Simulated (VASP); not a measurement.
Given:

```xyz
1
Lattice="0.0000 1.9300 1.9300 1.9300 0.0000 1.9300 1.9300 1.9300 0.0000" Properties=species:S:1:pos:R:3 pbc="T T T"
Ir     0.0000     0.0000     0.0000
```

Computed with optB86b-vdW, VASP's PBE PAW potentials (set 64) (plane waves; VASP). Run with 520 eV cut-off, 18×18×18 Γ-centred mesh, tetrahedra with Blöchl corrections, potentials Ir.

Unless said otherwise, spin-orbit coupling is left out, though it shifts the bands of the heavy elements here.

Task: Tabulate the total density of states (states/eV per cell) against energy (eV; zero at the valence-band maximum or, without a gap, the Fermi level).

Result: 
```
E (eV)  DOS (states/eV)
------  ---------------
-9.99              0.06
-9.88              0.06
-9.65              0.08
-9.54              0.08
-9.31              0.09
-9.19              0.10
-8.96              0.11
-8.85              0.12
-8.62              0.14
-8.50              0.15
-8.27              0.18
-8.16              0.20
-7.93              0.30
-7.82              0.48
-7.59              0.62
-7.47              0.69
-7.24              0.92
-7.13              0.97
-6.90              1.22
-6.79              1.29
-6.56              1.23
-6.44              1.19
-6.21              1.14
-6.10              1.14
-5.87              0.95
-5.75              0.80
-5.53              0.75
-5.41              1.03
-5.30              1.24
-5.07              1.05
-4.95              1.10
-4.72              1.08
-4.61              1.10
-4.38              1.33
-4.26              1.30
-4.04              1.41
-3.92              1.57
-3.69              1.62
-3.58              1.83
-3.35              2.08
-3.23              1.72
-3.00              1.12
-2.89              1.01
-2.66              1.14
-2.55              0.95
-2.32              0.89
-2.20              0.91
-1.97              1.17
-1.86              1.16
-1.63              1.44
-1.51              1.24
-1.28              0.94
-1.17              0.94
-1.06              0.96
-0.83              0.89
-0.71              0.88
-0.48              0.89
-0.37              0.85
-0.14              0.88
-0.03              0.93
0.20               1.04
0.32               1.12
0.55               1.60
0.66               1.68
0.89               1.34
1.01               1.06
1.24               0.79
1.35               0.60
1.58               0.28
1.69               0.28
1.92               0.27
2.04               0.27
2.27               0.27
2.38               0.27
2.61               0.27
2.73               0.28
2.95               0.28
3.07               0.28
3.30               0.28
3.41               0.27
```
Within 2 eV below the Fermi level the largest weight inside VASP's projection spheres is Ir d.

The compound is Ir in the fcc structure. It was relaxed first.
